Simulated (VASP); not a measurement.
# Quasiparticle energies of InP in VASP, part 4 of 4

How does the gap of InP change from the starting functional to GW? The cell is of the zinc-blende type, one of the forms listed for this formula, which need not be the common one. The start is a cell from a database of measured crystal structures.

VASP 6.6.1, plane waves and PAW; the level of theory is named at each step.

So far, quasiparticle gap on the mesh (eV): step 4 (G0W0, ENCUTGW 100, bands in the sums 120) 1.24; step 6 (G0W0, ENCUTGW 140, bands in the sums 192) 1.26; step 8 (G0W0, ENCUTGW 180, bands in the sums 280) 1.27; step 10 (G0W0, ENCUTGW 220, bands in the sums 376) 1.27.

The database entry behind the starting cell differs from later determinations by our own check (0.1 to 0.3 % short, probably kX units), so it need not match the best structure at ambient conditions.

## Step 11: G0W0, one more run

Level of this step: G0W0 on PBE; plane waves and PAW (In_d_GW, P_GW) (VASP).

This run repeats the step with a slip in the input.

INCAR reads:

```
SYSTEM = InP
PREC = Accurate
ENCUT = 330
ISMEAR = 0
SIGMA = 0.01
LREAL = .FALSE.
GGA = PE
NBANDS = 568
ALGO = EVGW0
NELMGW = 1
ENCUTGW = 140
NOMEGA = 48
PRECFOCK = Fast
NBANDSGW = 24
LWAVE = .FALSE.
LCHARG = .FALSE.
```

POSCAR reads:

```
InP
1.0
    0.0000000000      2.9305000000      2.9305000000
    2.9305000000      0.0000000000      2.9305000000
    2.9305000000      2.9305000000      0.0000000000
In P
1 1
Direct
    0.0000000000      0.0000000000      0.0000000000
    0.2500000000      0.2500000000      0.2500000000
```

KPOINTS reads:

```
Automatic mesh
0
Gamma
6 6 6
0 0 0
```

PAW data sets: In_d_GW and P_GW (PBE family, release 64).

The run is started by

```bash
$ mpirun -np 8 vasp_std
```

Log:

```text
[banner, memory and clock lines left out]
running    8 mpi-ranks, on    1 nodes
 distrk:  each k-point on    8 cores,    1 groups
 distr:  one band on    1 cores,    8 groups

 POSCAR found type information on POSCAR InP
 POSCAR found :  2 types and       2 ions
 [... a notice as in an earlier step ...]

 [... a notice as in an earlier step ...]

 LDA part: xc-table for (Slater+PW92), standard interpolation
 found WAVECAR, reading the header
  number of bands has changed, file:   376 present:   568
  trying to continue reading WAVECAR, but it might fail
 POSCAR, INCAR and KPOINTS ok, starting setup
 FFT: planning ... GRIDC
 FFT: planning ... GRID_SOFT
 FFT: planning ... GRID
 reading WAVECAR
 random initialization beyond band          376
 the WAVECAR file was read successfully
 initial charge from wavefunction
 available memory per node:     31.81 GB, setting MAXMEM to     32569

 The Fermi energy was updated, please check that it is located mid-gap
 values below the HOMO (VB) or above the LUMO (CB) will cause erroneous energies
 E-fermi :   4.2727

 calculate exact exchange contribution
 WAVEDER not read: bands not compatible     376     568
|                                                                             |
|           W    W    AA    RRRRR   N    N  II  N    N   GGGG   !!!           |
|           W    W   A  A   R    R  NN   N  II  NN   N  G    G  !!!           |
|           W    W  A    A  R    R  N N  N  II  N N  N  G       !!!           |
|           W WW W  AAAAAA  RRRRR   N  N N  II  N  N N  G  GGG   !            |
|           WW  WW  A    A  R   R   N   NN  II  N   NN  G    G                |
|           W    W  A    A  R    R  N    N  II  N    N   GGGG   !!!           |
|                                                                             |
|     The derivative of the wavefunctions with respect to k (WAVEDER) can     |
|     not be found. You should redo the groundstate calculation using         |
|     LOPTICS=.TRUE. in order to write the WAVEDER dataset. However for       |
|     metals, the present setting is ok.                                      |
|                                                                             |

 the WAVEDER file was not read
energies w=
    0.000    0.000    0.291    0.000    0.581    0.000    0.869    0.000
    1.153    0.000    1.433    0.000    1.709    0.000    1.979    0.000
    2.244    0.000    2.504    0.000    2.760    0.000    3.011    0.000
    3.259    0.000    3.504    0.000    3.747    0.000    3.989    0.000
    4.231    0.000    4.474    0.000    4.719    0.000    4.967    0.000
    5.220    0.000    5.479    0.000    5.746    0.000    6.022    0.000
    6.311    0.000    6.614    0.000    6.934    0.000    7.273    0.000
    7.639    0.000    8.032    0.000    8.463    0.000    8.936    0.000
    9.461    0.000   10.050    0.000   10.721    0.000   11.492    0.000
   12.391    0.000   13.458    0.000   14.748    0.000   16.341    0.000
   18.362    0.000   21.013    0.000   24.637    0.000   29.885    0.000
   38.145    0.000   52.992    0.000   87.345    0.000  251.353    0.000
 responsefunction array rank=     200
 LDA part: xc-table for (Slater+PW92), standard interpolation

 min. memory requirement per mpi rank    502.8 MB, per node   4022.2 MB

 allocating   6 responsefunctions rank=   200
 shmem allocating  48 responsefunctions rank=   200
 response function shared by NCSHMEM nodes    1
 Doing            6  frequencies on each core in blocks of           48
NQ=   1    0.0000    0.0000    0.0000,
|.........|.........|.........|.........|.........|.........|.........|.........
 performed       2609000 updates of chi_q(r,r)
 total number of BLAS operations        596.27 Gflops
NQ=   2    0.1667    0.0000    0.0000,
|.........|.........|.........|.........|.........|.........|.........|.........
 performed       7072000 updates of chi_q(r,r)
 total number of BLAS operations       1652.67 Gflops
NQ=   3    0.3333    0.0000    0.0000,
|.........|.........|.........|.........|.........|.........|.........|.........
 performed      11535000 updates of chi_q(r,r)
 total number of BLAS operations       2848.51 Gflops
NQ=   4    0.5000    0.0000    0.0000,
|.........|.........|.........|.........|.........|.........|.........|.........
 performed      15344000 updates of chi_q(r,r)
 total number of BLAS operations       3835.86 Gflops
NQ=   5    0.1667    0.1667    0.0000,
|.........|.........|.........|.........|.........|.........|.........|.........
 performed      19807000 updates of chi_q(r,r)
 total number of BLAS operations       5005.71 Gflops
NQ=   6    0.3333    0.1667    0.0000,
|.........|.........|.........|.........|.........|.........|.........|.........
 performed      26615000 updates of chi_q(r,r)
 total number of BLAS operations       6971.94 Gflops
NQ=   7    0.5000    0.1667    0.0000,
|.........|.........|.........|.........|.........|.........|.........|.........
 performed      33423000 updates of chi_q(r,r)
 total number of BLAS operations       8938.17 Gflops
NQ=   8   -0.3333    0.1667    0.0000,
|.........|.........|.........|.........|.........|.........|.........|.........
 performed      40231000 updates of chi_q(r,r)
 total number of BLAS operations      10904.40 Gflops
NQ=   9   -0.1667    0.1667    0.0000,
|.........|.........|.........|.........|.........|.........|.........|.........
 performed      46166000 updates of chi_q(r,r)
 total number of BLAS operations      12512.10 Gflops
NQ=  10    0.3333    0.3333    0.0000,
|.........|.........|.........|.........|.........|.........|.........|.........
 performed      50629000 updates of chi_q(r,r)
 total number of BLAS operations      13856.03 Gflops
NQ=  11    0.5000    0.3333    0.0000,
|.........|.........|.........|.........|.........|.........|.........|.........
 performed      57437000 updates of chi_q(r,r)
 total number of BLAS operations      15863.87 Gflops
NQ=  12   -0.3333    0.3333    0.0000,
|.........|.........|.........|.........|.........|.........|.........|.........
 performed      63372000 updates of chi_q(r,r)
 total number of BLAS operations      17506.72 Gflops
NQ=  13    0.5000    0.5000    0.0000,
|.........|.........|.........|.........|.........|.........|.........|.........
 performed      66799000 updates of chi_q(r,r)
 total number of BLAS operations      18496.59 Gflops
NQ=  14    0.5000    0.3333    0.1667,
|.........|.........|.........|.........|.........|.........|.........|.........
 performed      74425000 updates of chi_q(r,r)
 total number of BLAS operations      20675.91 Gflops
NQ=  15   -0.3333    0.3333    0.1667,
|.........|.........|.........|.........|.........|.........|.........|.........
 performed      81614000 updates of chi_q(r,r)
 total number of BLAS operations      22840.73 Gflops
NQ=  16   -0.3333    0.5000    0.1667,
|.........|.........|.........|.........|.........|.........|.........|.........
 performed      87577000 updates of chi_q(r,r)
 total number of BLAS operations      24673.35 Gflops
 resolving degeneracies of screened two electron integrals

 calculate QP shifts <psi_nk| G(iteration)W_0 |psi_nk>: iteration 1
 entering main loop
```

The job ended after 8.2 min (8 MPI ranks of Intel Xeon Platinum 8488C (Sapphire Rapids), shared host; peak memory 5.5 GiB).

From OUTCAR (step 11):

```text
   k-points           NKPTS =     16   k-points in BZ     NKDIM =    216   number of bands    NBANDS=    568

   NELECT =      18.0000    total number of electrons

 E-fermi :   4.2727

 QP shifts <psi_nk| G(iteration)W_0 |psi_nk>: iteration 1
 for sc-GW calculations column KS-energies equals QP-energies in previous step
 and V_xc(KS)=  KS-energies - (<T + V_ion + V_H > + <T+V_H+V_ion>^1  + <V_x>^1)
 k-point   1 :       0.0000    0.0000    0.0000
  band No.  KS-energies  QP-energies   sigma(KS)   V_xc(KS)     V^pw_x(r,r')   Z            occupation Imag(sigma)
    ...
      6      -7.6009      -8.6722     -12.9664     -11.3054     -18.2820       0.6450       2.0000       0.8257
      7       3.9218       2.5926     -13.9316     -12.2471     -13.8370       0.7890       2.0000      -0.0453
      8       3.9218       2.5926     -13.9316     -12.2471     -13.8370       0.7890       2.0000      -0.0453
      9       3.9218       2.5926     -13.9316     -12.2471     -13.8370       0.7890       2.0000      -0.0453
     10       4.6237       5.2886     -10.1135     -10.9262      -7.1890       0.8182       0.0000      -0.0780
     11       8.0044       8.7333      -9.1084     -10.0099      -5.5580       0.8086       0.0000      -0.0961
     12       8.0044       8.7333      -9.1084     -10.0099      -5.5580       0.8086       0.0000      -0.0961
     13       8.0044       8.7333      -9.1084     -10.0099      -5.5580       0.8086       0.0000      -0.0961
    ...

 k-point   2 :       0.1667    0.0000    0.0000
  band No.  KS-energies  QP-energies   sigma(KS)   V_xc(KS)     V^pw_x(r,r')   Z            occupation Imag(sigma)
    ...
      6      -7.2875      -8.4152     -13.1549     -11.4472     -18.3161       0.6604       2.0000       0.7999
      7       1.7367       0.3720     -13.2681     -11.5075     -13.6474       0.7752       2.0000      -0.0110
      8       3.6170       2.2694     -13.7531     -12.0425     -13.7504       0.7878       2.0000      -0.0393
      9       3.6170       2.2694     -13.7531     -12.0425     -13.7504       0.7878       2.0000      -0.0393
     10       5.7164       6.3919      -9.9856     -10.8180      -6.9423       0.8115       0.0000      -0.0805
     11       8.4106       9.0929      -9.3565     -10.2144      -5.6911       0.7953       0.0000      -0.1104
     12       8.4435       9.1785      -9.2343     -10.1544      -5.5401       0.7989       0.0000      -0.1057
     13       8.4435       9.1785      -9.2343     -10.1544      -5.5401       0.7989       0.0000      -0.1057
    ...

[... 7 parts as in an earlier step ...]

[... 8 further parts left out ...]
```

The run converged, but on settings that are not sound, so its numbers are not to be trusted.

The fault in the input: band count unlike the orbitals file (NBANDS = 568). 

## Step 12: Summary

This step: GW series: G0W0 on PBE; plane waves and PAW (VASP 6.6.1).

No new run; the numbers come from the runs before.

Numbers from this step:

```yaml
gap_extrapolated_to_a_complete_basis: 1.274 eV
direct_gap_extrapolated_to_a_complete_basis: 1.274 eV
```

Cost is wall time times ranks on a shared host, with the step that makes the empty bands. GW runs:

```tsv
level	bands	ENCUTGW (eV)	NOMEGA	k mesh	starting gap (eV)	quasiparticle gap (eV)	direct gap (eV)	cost (core minutes)
G0W0	120	100	48	6x6x6	0.7019	1.241	1.241	17.65
G0W0	192	140	48	6x6x6	0.7019	1.259	1.259	26.85
G0W0	280	180	48	6x6x6	0.7019	1.266	1.266	43.99
G0W0	376	220	48	6x6x6	0.7019	1.266	1.266	69.56
```

## Step 13: Results

```json
{"G0W0 on PBE, 376 bands, ENCUTGW 220 eV, NOMEGA 48, mesh 6×6×6": "0.702 → 1.266 eV", "G0W0 on PBE, 120 bands, ENCUTGW 100 eV, NOMEGA 48, mesh 6×6×6": "0.702 → 1.241 eV", "gap at a complete basis (linear in ENCUTGW^-3/2)": "1.27 eV"}
```

In words: G0W0 gives a quasiparticle gap of 1.266 eV on the mesh, 0.56 eV over the PBE gap on the same mesh. On mesh and path the starting valence top lies at Γ and the conduction bottom at Γ, so the starting gap is direct. Both points lie on the GW mesh. The steps of the series move the gap by +18, +7, -0 meV; the last costs 1.6 times the one before. The last step lies within a tolerance of 30 meV, picked for this account, and the last two together move the gap by +6 meV. Extrapolated from the last three points to a complete basis, the gap is 1.27 eV, +8 meV from the dearest run; the last three points aren't monotonic, so this extrapolates their scatter. The three points are fitted by a line in ENCUTGW^-3/2; a bend in them isn't tested. The extrapolation removes the error of the response basis alone, at this mesh, ENCUT and data set. In In_d_GW the d shell is in the valence without all the semicore s and p states of the same shell; those stay frozen in the core, and how far that moves the GW gap wasn't tested here. Spin-orbit coupling is left out; with In in the cell it can split or shift band edges, by an amount that depends on which atoms form them and isn't tested here. Not tabulated here, as repeats of values shown or as unfit to read for their mesh, reference level or band range: eps2 curves (empty bands); eps1 curves and static values (empty bands); gaps (empty bands). The run with band count unlike the orbitals file isn't used: NBANDS no longer fits the files of the step before, so WAVEDER isn't read and the long-wavelength screening is lost. It gave 2.696 eV for the quasiparticle gap on the mesh, against 1.259 eV in the run without the slip that is nearest to it in settings (INCAR differs in NBANDS).

[Lines on the potential files, build, host, timing and source positions are cut from VASP's logs without a mark.]

[Logs are printed without paths, hosts, clocks, repeated set-up lines and the standing remarks that a program may print on its own settings, such as how far it seeks lower states.]

[Hosts, paths, dates, database ids (printed as entryN), source tags and the programs' standing remarks are cut or masked in the printed files.]

[Pressures printed for these runs are not shown converged in the cutoff: they can be off by several GPa and have the wrong sign.]

[In band tables of VASP the shares of atoms and orbitals are scaled to a sum of 1 inside the atoms' spheres.]
